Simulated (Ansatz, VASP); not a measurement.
# P in two plane-wave programs

Wanted: the spread between two codes on one cell, functional and k mesh. The structure shown is the start of the Ansatz relaxation below; VASP solves that cell, so the two are compared at the walk's first step.

Program: Ansatz 0.2.0. Level of theory: plane waves, with VASP 6.6.1 beside it; single point at PBEsol with D3(BJ). Results are calculated unless marked as measured.

## Step 1: The starting structure

The structure is orthorhombic, space group Cmce (No. 64). Conventional cell: a = 3.345 Å, b = 9.512 Å, c = 3.586 Å, α = 90.00°, β = 90.00°, γ = 90.00°. Nearest to P lie 3 P at 2.21 to 2.22 Å.

## Step 2: Ansatz: relaxation, PBEsol with D3(BJ)

Ansatz runs on its PAW soft_1 files.

The two programs are compared at the cell with which this relaxation starts, whose forces are those of its first step.

File input.yaml:

```yaml
crystal:
  lattice:
    - [1.6726303716, -4.7557512214, 0.0]
    - [1.6726303716, 4.7557512214, 0.0]
    - [0.0, 0.0, 3.5856278736]
  atoms:
    - { symbol: P, position: [0.8851280411, 0.1148719589, 0.0473186203] }
    - { symbol: P, position: [0.6148719589, 0.3851280411, 0.5473186203] }
    - { symbol: P, position: [0.1148719589, 0.8851280411, 0.9526813797] }
    - { symbol: P, position: [0.3851280411, 0.6148719589, 0.4526813797] }
kpoints:
  mp_grid: { grid: [12, 12, 12] }
hamiltonian:
  xc: pbesol
  dispersion: d3bj
  pseudopotentials: { kind: paw, azcp: { folder: soft_1 }, xc_functional: pbe }
scf:
  occupations: { method: methfessel_paxton, width: 0.2 }
output:
  forces: true
  stress: true
  eigenvalues: true
relax:
  adjacent_minimum: "off"
  f_tol: 0.001
  max_steps: 60
  cell: { stress_tol: 0.01, fix: [volume] }
```

Launch:

```console
> ansatz run input.yaml --threads 4 --pin off --max-ram 16384MiB --backend cpu --events-out ev --progress --plain --runs-dir out
```

Numbers of over 12 decimals in the logs are rounded to 6 here.

Output:

```text
Engine: ansatz 0.2.0, x86_64-unknown-linux-gnu
Pseudopotentials: kind: paw
Pseudopotential: P, paw, valence charge 5, recommended cutoff 420 eV (normal), soft_1/P.paw.azcp
Functional definition: PBEsol
  exchange = pbesol_x
  correlation = pbesol_c
Crystal: 4 atoms, lattice volume = 57.045 Å³
Basis set: ecut = 420 eV, 1105 PW (Γ), exchange–correlation on 72×72×48 points (8 copies of the dense FFT grid, shifted against one another)
Bands: 14, of which v1, the nominal top of the filled ones, is band 10 counted from 1 (9 counted from 0)
Symmetry: 8 space group operations
Space group: Cmce (ITA 64), of the structure as read, at distance tolerance 3.8e-5 Å
k-points: 301 of 1728
Non-local potential: P, projectors of the file, l = 0: 2, l = 1: 2, l = 2: 1
PAW form: soft (Blöchl's): semilocal exchange-correlation on the pseudo side does not see the compensation charge
PAW frozen core: P, regenerated for the run's functional, and the local potential with it (the file was generated under x = pbe(κ = 0.804, μ = 0.219515), c = pbe(β = 0.066725))
PAW one-centre angular grid: P, 110 points (default); XC on 64 Gauss nodes
Initial density: superposition of atomic densities (chi_scale 0.1, normalization cell)
Initial wavefunctions: pseudopotential atomic-orbital guess
Functional: x = pbesol(κ = 0.804, μ = 0.123457), c = pbesol(β = 0.046)
SCF iter   1: F=—  HF=-2961.539169 eV  |F-HF|=—  |Δ(HF+E_count)|=         —  Δρ=4.03e-2  dr2=5.43e-1  ethr=3.10e-3  ⟨swp⟩=6.7  Hψ=30382  notcnv=0
preconditioner: auto → Kerker (q_TF=auto, 2.291 Å⁻¹)  [metal: Δε(μ)=0.007 eV  Ē_g=9.625 eV  σ=0.200 eV  W_gap=0.03  n_scr=12 (ndim 8)  ℏωp=22.0 eV  f_vac=0.000  D(μ)=0.84/eV (n_scr^D=2)]
SCF iter   2: F=—  HF=-2961.433649 eV  |F-HF|=—  |Δ(HF+E_count)|=   1.06e-1  S|Δr|=    0.00e0  Δρ=2.39e-2  dr2=1.97e-1  ethr=2.72e-3  ⟨swp⟩=1.2  Hψ=6729  notcnv=0
SCF iter   3: F=—  HF=-2961.376382 eV  |F-HF|=—  |Δ(HF+E_count)|=   5.73e-2  S|Δr|=    0.00e0  Δρ=1.60e-3  dr2=1.22e-3  ethr=9.87e-4  ⟨swp⟩=2.1  Hψ=6341  notcnv=0
SCF iter   4: F=—  HF=-2961.376282 eV  |F-HF|=—  |Δ(HF+E_count)|=   9.98e-5  S|Δr|=    0.00e0  Δρ=4.03e-4  dr2=9.75e-5  ethr=6.10e-6  ⟨swp⟩=2.3  Hψ=7068  notcnv=0
SCF iter   5: F=—  HF=-2961.376293 eV  |F-HF|=—  |Δ(HF+E_count)|=   1.16e-5  S|Δr|=    0.00e0  Δρ=7.58e-5  dr2=2.76e-6  ethr=4.87e-7  ⟨swp⟩=2.1  Hψ=7264  notcnv=0
SCF iter   6: F=-2961.376293 eV  HF=-2961.376293 eV  |F-HF|=2.51e-8  |Δ(HF+E_count)|=   2.31e-8  S|Δr|=    0.00e0  Δρ=8.86e-6  dr2=7.06e-8  ethr=5.00e-10  ⟨swp⟩=6.8  Hψ=28193  notcnv=0
SCF 1 converged in 6 iterations: F = -2961.376293 eV  dr2 = 7.06e-8
  greatest PAW one-centre occupation: 0.805 electrons in one spin orbital (limit 2), on the P atom at site 2 (counted from 0), in its partial waves of l = 0
relax step   1: F+E_penalty+E_count = -2961.37629329 eV  Δ(F+E_penalty+E_count) = +0.000e0 eV  max|allowed force component| = 1.497e-1 eV/Å  Δτ_max = 0.0000 Å  P = +7.377 GPa  Ω = 57.045 Å³  fix = [volume]  reactions: volume +7.377 GPa  (6 SCF iters, dr2 threshold 1.00e-7 eV, accepted)
[...]
relax step   2: F+E_penalty+E_count = -2961.37991459 eV  Δ(F+E_penalty+E_count) = -3.621e-3 eV  max|allowed force component| = 6.721e-2 eV/Å  Δτ_max = 0.0076 Å  P = +6.667 GPa  Ω = 57.045 Å³  energy of the carried Pulay correction = -3.816e-18 eV  fix = [volume]  reactions: volume +6.667 GPa  (4 SCF iters, dr2 threshold 4.00e-7 eV, accepted)
[...]
relax step   3: F+E_penalty+E_count = -2961.38136961 eV  Δ(F+E_penalty+E_count) = -1.455e-3 eV  max|allowed force component| = 2.888e-2 eV/Å  Δτ_max = 0.0043 Å  P = +6.145 GPa  Ω = 57.045 Å³  energy of the carried Pulay correction = -3.816e-18 eV  fix = [volume]  reactions: volume +6.145 GPa  (4 SCF iters, dr2 threshold 3.99e-7 eV, accepted)
[...]
relax step   4: F+E_penalty+E_count = -2961.38154638 eV  Δ(F+E_penalty+E_count) = -1.768e-4 eV  max|allowed force component| = 6.205e-3 eV/Å  Δτ_max = 0.0023 Å  P = +6.041 GPa  Ω = 57.045 Å³  energy of the carried Pulay correction = -3.816e-18 eV  fix = [volume]  reactions: volume +6.041 GPa  (4 SCF iters, dr2 threshold 5.21e-8 eV, accepted)
[...]
relax step   5: F+E_penalty+E_count = -2961.38155387 eV  Δ(F+E_penalty+E_count) = -7.489e-6 eV  max|allowed force component| = 4.532e-4 eV/Å  Δτ_max = 0.0006 Å  P = +6.041 GPa  Ω = 57.045 Å³  energy of the carried Pulay correction = -2.862e-18 eV  fix = [volume]  reactions: volume +6.041 GPa  (4 SCF iters, dr2 threshold 5.23e-9 eV, accepted)
[...]
relax step   6: F+E_penalty+E_count = -2961.38156090 eV  Δ(F+E_penalty+E_count) = -7.032e-6 eV  max|allowed force component| = 4.580e-4 eV/Å  Δτ_max = 0.0000 Å  P = +6.041 GPa  Ω = 57.045 Å³  fix = [volume]  reactions: volume +6.041 GPa  stress off target by 7.22e-3 GPa on what of the cell is left free  SCF on the basis re-selected at this cell (its energy is not comparable with the rows above)  (5 SCF iters)
basis re-selected at this cell: Δ(F+E_penalty+E_count) = -7.032e-6 eV, ΔP = -0.000 GPa vs the last step (what re-selecting the basis moved, of the pressure what is left beyond the Pulay correction that the steps carried, after the strain that the cell walked since its last selection, with what the two solves' SCF thresholds leave and, on support functions, any second-order correction that the steps lacked; it is no m [...]
SCF converged after 5 iterations
Stability not checked: this state was not tested for a lower state beside it, because cold or Methfessel-Paxton smearing, or corrected tetrahedra, fill the levels in a way that the test cannot read (fill_not_monotonic; see scf.lower_state_search)
Free energy (F): -2961.381561 eV
Harris-Foulkes:  -2961.381561 eV  (|F-HF|=9.09e-13)
Internal energy: -2961.381306 eV  (E = F + TS)
E sigma→0 (E₀):  -2961.381497 eV
Entropy (-TS):   -0.000255 eV (-0.064 meV/atom)
Fermi energy:    11.191639 eV
--- Per-component energies (eV) ---
  E_band       = 86.662006
  E_kinetic    = 283.875663
  E_local      = -100.915518  (includes V_loc(G=0)·N_el)
  E_nonlocal   = 130.657209
  E_hartree    = 27.109530
  E_xc         = -293.314198
  E_vxc        = -250.455545  (∫ρ·V_xc dr)
  E_paw        = -2172.716574  (= ΣΔE_a)
  E_vpaw       = -30.718862  (= ΣTr[D̂ρ^β])
  E_aug_tail   = -0.000001  (compensation charges beyond the density's cutoff)
  E_ewald      = -834.671605
  E_disp       = -1.590196  (pairwise vdW)
  E_core_change = 0.184385  (= ΣΔE_core)
  E_smearing   = -0.000255  (= −TS)
  E_closure    = 0.000000  (closes the sum)
  Σ components = -2961.381561   (vs F -2961.381561, Δ=0.00e0)
--- Forces (eV/Å), atoms counted from 1 ---
  atom   1  P      0.00000000    -0.00035663     0.00045797
  atom   2  P      0.00000000     0.00035663     0.00045797
  atom   3  P     -0.00000000     0.00035663    -0.00045797
  atom   4  P     -0.00000000    -0.00035663    -0.00045797
  max |Σ_I F_I| component: 2.78e-17 eV/Å
--- Stress (GPa, compression-positive) ---
        6.047145      -0.000000       0.000000
       -0.000000       6.041453      -0.000000
        0.000000      -0.000000       6.033471
  P = ⅓ Tr σ = 6.0407 GPa (60.407 kbar)
--- Band table (eV; the first three rows and the last of 301) ---
  k-point 0: bands = [... 6 lower, 7.5823, 8.2614, 8.9649, 10.2386, 12.8879, 13.3054, 13.9479, 16.4092]
  k-point 1: bands = [... 6 lower, 7.5215, 7.6365, 9.4622, 10.1493, 12.5857, 13.5428, 14.5267, 15.5915]
  k-point 2: bands = [... 6 lower, 6.8878, 7.7927, 9.7600, 10.0092, 12.7419, 13.8315, 14.3391, 15.2341]
  k-point 300: bands = [... 6 lower, 9.2417, 9.2417, 10.5094, 10.5094, 12.2311, 12.2311, 12.9235, 12.9235]
--- Relaxed structure (5 steps of the walk, 5 accepted, 1 SCFs on fresh bases) ---
  F+E_penalty+E_count = -2961.38156090 eV   max|allowed force component| = 4.580e-4 eV/Å   (the final SCF, on the basis selected at the relaxed cell)
  cell:  # Å, volume = 57.0446 Å³
    - [1.685554, -4.749195, 0.0]
    - [1.685554, 4.749195, 0.0]
    - [0.0, 0.0, 3.563048]
  atoms:
    - { symbol: P, position: [0.884186, 0.115814, 0.045107] }
    - { symbol: P, position: [0.615814, 0.384186, 0.545107] }
    - { symbol: P, position: [0.115814, 0.884186, 0.954893] }
    - { symbol: P, position: [0.384186, 0.615814, 0.454893] }
```

Reading the cycles: dr2 is the Hartree energy of the density residual (eV), the measure of convergence; HF is the Harris–Foulkes estimate of the energy, which meets the free energy F at convergence.

## Step 3: VASP: single point, PBEsol with D3(BJ), start cell, pair 1

The same cell, functional, mesh and smearing now go to VASP, with its own data sets.

Lines of VASP's logs that name or quote its potential files are left out, and so is its time.

File INCAR:

```
SYSTEM = P
PREC = Accurate
ENCUT = 400
EDIFF = 1E-06
NELM = 120
ISMEAR = 1
SIGMA = 0.2
LREAL = .FALSE.
ALGO = Normal
GGA = PS
IVDW = 12
NBANDS = 16
LORBIT = 11
LWAVE = .FALSE.
LCHARG = .FALSE.
ISIF = 2
LASPH = .TRUE.
GGA_COMPAT = .FALSE.
KPAR = 2
```

File POSCAR:

```
P
1.0
    1.6726300000     -4.7557510000      0.0000000000
    1.6726300000      4.7557510000      0.0000000000
    0.0000000000      0.0000000000      3.5856280000
P
4
Direct
    0.8851280271      0.1148719729      0.0473186287
    0.6148719729      0.3851280271      0.5473186287
    0.1148719729      0.8851280271      0.9526813713
    0.3851280271      0.6148719729      0.4526813713
```

File KPOINTS:

```
Automatic mesh
0
Gamma
12 12 12
0 0 0
```

PAW data sets: P (PBE family, release 64).

Launch:

```console
> mpirun -np 2 vasp_std
```

Output:

```text
[banner, memory and clock lines left out]
running    2 mpi-ranks, on    1 nodes
 distrk:  each k-point on    1 cores,    2 groups
 distr:  one band on    1 cores,    1 groups

 POSCAR found type information on POSCAR P
 POSCAR found :  1 types and       4 ions
|                                                                             |
|               ----> ADVICE to this user running VASP <----                  |
|                                                                             |
|     You enforced a specific xc type in the INCAR file but a different       |
|     [... a line on the potential file left out ...]
|     I HOPE YOU KNOW WHAT YOU ARE DOING!                                     |
|                                                                             |

 LDA part: xc-table for (Slater+PW92), standard interpolation
 POSCAR, INCAR and KPOINTS ok, starting setup
 FFT: planning ... GRIDC
 FFT: planning ... GRID_SOFT
 FFT: planning ... GRID
 WAVECAR not read
 entering main loop
       N       E                     dE             d eps       ncg     rms          rms(c)
DAV:   1     0.426028406469E+02    0.42603E+02   -0.75267E+03  9632   0.886E+02
DAV:   2    -0.205430068384E+02   -0.63146E+02   -0.61022E+02 13304   0.149E+02
DAV:   3    -0.228090917375E+02   -0.22661E+01   -0.22533E+01 13232   0.293E+01
DAV:   4    -0.228257311574E+02   -0.16639E-01   -0.16630E-01 12056   0.306E+00
DAV:   5    -0.228259295880E+02   -0.19843E-03   -0.19841E-03 13296   0.289E-01    0.114E+01
DAV:   6    -0.227141110607E+02    0.11182E+00   -0.70035E-02 11672   0.163E+00    0.665E+00
DAV:   7    -0.226691528955E+02    0.44958E-01   -0.92109E-02 12968   0.186E+00    0.355E-01
DAV:   8    -0.226684899160E+02    0.66298E-03   -0.11367E-02 11232   0.707E-01    0.230E-01
DAV:   9    -0.226684251864E+02    0.64730E-04   -0.59049E-04 13592   0.148E-01    0.118E-01
DAV:  10    -0.226683985625E+02    0.26624E-04   -0.78528E-05 12240   0.515E-02    0.516E-02
DAV:  11    -0.226683991243E+02   -0.56172E-06   -0.11684E-05 13152   0.223E-02    0.849E-03
DAV:  12    -0.226683992582E+02   -0.13390E-06   -0.68228E-07  6304   0.542E-03
   1 F= -.24258086E+02 E0= -.24257785E+02  d E =-.904110E-03
```

From OUTCAR (step 3):

```text
ion  position               nearest neighbor table
   1  0.885  0.115  0.047-   3 2.21   4 2.22   4 2.22   4 2.71   4 2.71
   2  0.615  0.385  0.547-   4 2.21   3 2.22   3 2.22   3 2.71   3 2.71
   3  0.115  0.885  0.953-   1 2.21   2 2.22   2 2.22   2 2.71   2 2.71
   4  0.385  0.615  0.453-   2 2.21   1 2.22   1 2.22   1 2.71   1 2.71

  LATTYP: Found a base centered orthorhombic cell.
 ALAT       =     3.3452600000
 B/A-ratio  =     2.8432773536
 C/A-ratio  =     1.0718533089

 Subroutine GETGRP returns: Found  8 space group operations
 (whereof  4 operations were pure point group operations)

The static configuration has the point symmetry C_2h.
 The point group associated with its full space group is D_2h.

 Found    301 irreducible k-points:

   k-points           NKPTS =    301   k-points in BZ     NKDIM =    301   number of bands    NBANDS=     16

   dimension x,y,z NGX =    36 NGY =   36 NGZ =   24
   dimension x,y,z NGXF=    72 NGYF=   72 NGZF=   48

   ENCUT  =  400.0 eV  29.40 Ry    5.42 a.u.   8.22  8.22  5.85*2*pi/ulx,y,z

   NELECT =      20.0000    total number of electrons

 k-points in reciprocal lattice and weights: Automatic mesh
   0.00000000  0.00000000  0.00000000       0.001
   0.08333333 -0.00000000  0.00000000       0.002
   0.16666667  0.00000000  0.00000000       0.002
   0.25000000  0.00000000  0.00000000       0.002
   0.33333333 -0.00000000  0.00000000       0.002
   0.41666667 -0.00000000  0.00000000       0.002
   0.50000000  0.00000000  0.00000000       0.001
   0.08333333  0.08333333  0.00000000       0.001
   0.16666667  0.08333333  0.00000000       0.002
[...]
-0.41666667  0.41666667  0.50000000       0.001
   0.50000000  0.50000000  0.50000000       0.001

 average (electrostatic) potential at core
       1 -79.3594       2 -79.3594       3 -79.3594       4 -79.3594

 E-fermi :   9.8767

 k-point     1 :       0.0000    0.0000    0.0000
  band No.  band energies     occupation
    ...
      6       5.1344      2.00000
      7       6.3266      2.00000
      8       6.9941      2.00000
      9       7.4943      2.00000
     10       8.8240      2.00000
     11      11.4707     -0.00000
     12      11.8653     -0.00000
     13      12.4351     -0.00000
     14      14.9934      0.00000
     15      16.4106      0.00000
    ...

 k-point     2 :       0.0833   -0.0000    0.0000
  band No.  band energies     occupation
    ...
      6       4.9543      2.00000
      7       5.2099      2.00000
      8       7.5286      2.00000
      9       7.9616      2.00000
     10       9.1003      2.00000
     11      11.7090     -0.00000
     12      12.3407     -0.00000
     13      12.5249     -0.00000
     14      14.4577      0.00000
     15      15.0794      0.00000
    ...

 k-point     3 :       0.1667    0.0000    0.0000
  band No.  band energies     occupation
    ...
      6       4.6236      2.00000
      7       5.1146      2.00000
      8       7.6329      2.00000
      9       8.5377      2.00000
     10       9.5672      2.05099
     11      12.6413     -0.00000
     12      12.7335     -0.00000
     13      13.1005     -0.00000
     14      13.3746     -0.00000
     15      14.0198      0.00000
    ...

 Edisp (eV)   -1.58969

  Total       2.74121     2.62161     2.56196     0.00000    -0.00000     0.00000
  in kB      76.99085    73.63174    71.95635     0.00000    -0.00000     0.00000
  external pressure =       74.19 kB  Pullay stress =        0.00 kB

  energy-cutoff  :      400.00
  volume of cell :       57.04
      direct lattice vectors                 reciprocal lattice vectors
     1.672630000 -4.755751000  0.000000000     0.298930427 -0.105135866  0.000000000
     1.672630000  4.755751000  0.000000000     0.298930427  0.105135866  0.000000000
     0.000000000  0.000000000  3.585628000     0.000000000  0.000000000  0.278891173

 POSITION                                       TOTAL-FORCE (eV/Angst)
 -----------------------------------------------------------------------------------
      1.67263     -3.66315      0.16967         0.000000      0.119968     -0.090785
      1.67263     -1.09260      1.96248         0.000000     -0.119968     -0.090785
      1.67263      3.66315      3.41596         0.000000     -0.119968      0.090785
      1.67263      1.09260      1.62315         0.000000      0.119968      0.090785
 -----------------------------------------------------------------------------------
    total drift:                               -0.000000      0.000000      0.000000

  FREE ENERGIE OF THE ION-ELECTRON SYSTEM (eV)
  ---------------------------------------------------
  free  energy   TOTEN  =       -24.2580863244 eV

  energy  without entropy=      -24.2571822140  energy(sigma->0) =      -24.25778495

 total charge
# of ion       s       p       d       tot
------------------------------------------
    1        1.082   1.380   0.000   2.463
    2        1.082   1.380   0.000   2.463
    3        1.082   1.380   0.000   2.463
    4        1.082   1.380   0.000   2.463
--------------------------------------------------
tot          4.329   5.522   0.000   9.850

[... 3 further parts left out ...]
```

The run ends at a pressure of 7.42 GPa, with forces up to 0.15 eV/Å.

## Step 4: Comparison

Known differences besides the potentials themselves: the cutoff is 420 eV in Ansatz and 400 eV in VASP; Ansatz makes its cores anew for this functional, VASP keeps those of its PBE data sets. Total energies have different zeros and are not compared.

Forces (eV/Å; atoms numbered as in POSCAR):

```
atom         Ansatz x, y, z           VASP x, y, z
  P1   0.000, 0.150, -0.123   0.000, 0.120, -0.091
  P2  0.000, -0.150, -0.123  0.000, -0.120, -0.091
  P3   0.000, -0.150, 0.123   0.000, -0.120, 0.091
  P4    0.000, 0.150, 0.123    0.000, 0.120, 0.091
```

The forces differ by 25 meV/Å r.m.s., which is 29.1 % of the r.m.s. force of 0.087 eV/Å (both taken over all components).

## Step 5: What the set-up changes

Further runs change the set-up of one program: Ansatz's method, potentials or start, or VASP's data sets, cutoff or form of LDA. The table gives that difference for each run.

```
                         run  r.m.s. force difference (meV/Å)
                    as above                               25
VASP with a cutoff of 500 eV (perhaps on Ansatz's relaxed cell)                               26
```

## Step 6: Ansatz: relaxation, PBEsol with D3(BJ)

The two programs are compared at the cell with which this relaxation starts, whose forces are those of its first step. The cell compared in this pair holds 59.58 Å³, against 57.04 Å³ for the pair before.

The structure compared here is the start of the Ansatz relaxation; VASP solves that cell, so the two are compared at the walk's first step.

input.yaml, the sections that differ from step 2:

```yaml
crystal:
  lattice:
    - [1.6655512599, -4.8460798328, 0.0]
    - [1.6655512599, 4.8460798328, 0.0]
    - [0.0, 0.0, 3.6908049838]
  atoms:
    - { symbol: P, position: [0.8870782046, 0.1129217954, 0.0516459393] }
    - { symbol: P, position: [0.6129217954, 0.3870782046, 0.5516459393] }
    - { symbol: P, position: [0.1129217954, 0.8870782046, 0.9483540607] }
    - { symbol: P, position: [0.3870782046, 0.6129217954, 0.4483540607] }
# kpoints, hamiltonian, scf, output, relax: as in step 2
```

Launch:

```console
> ansatz run input.yaml --threads 4 --pin off --max-ram 16384MiB --backend cpu --events-out ev --progress --plain --runs-dir out
```

Output:

```text
[...]
Crystal: 4 atoms, lattice volume = 59.580 Å³
Basis set: ecut = 420 eV, 1185 PW (Γ), exchange–correlation on 72×72×50 points (8 copies of the dense FFT grid, shifted against one another)
Bands: 14, of which v1, the nominal top of the filled ones, is band 10 counted from 1 (9 counted from 0)
Symmetry: 8 space group operations
[...]
k-points: 301 of 1728
[...]
--- Relaxed structure (6 steps of the walk, 6 accepted, 1 SCFs on fresh bases) ---
[...]
cell:  # Å, volume = 59.5799 Å³
    - [1.679849, -4.838297, 0.0]
    - [1.679849, 4.838297, 0.0]
    - [0.0, 0.0, 3.665277]
  atoms:
    - { symbol: P, position: [0.886149, 0.113851, 0.049368] }
    - { symbol: P, position: [0.613851, 0.386149, 0.549368] }
    - { symbol: P, position: [0.113851, 0.886149, 0.950632] }
    - { symbol: P, position: [0.386149, 0.613851, 0.450632] }
[key lines of the parts left out:]
SCF converged after 5 iterations
Free energy (F): -2961.452874 eV
Fermi energy:    10.626016 eV
P = ⅓ Tr σ = 3.1377 GPa (31.377 kbar)
```

(Part 1 of 2 ends here.)

[Lines on the potential files, build, host, timing and source positions are cut from VASP's logs without a mark.]

[Logs are printed without paths, hosts, clocks, repeated set-up lines and the standing remarks that a program may print on its own settings, such as how far it seeks lower states.]

[Hosts, paths, dates, database ids (printed as entryN), source tags and the programs' standing remarks are cut or masked in the printed files.]

[Rows of further runs with another cutoff or data set may stand on the cell that Ansatz relaxed, not on the start cell of the pair above them.]
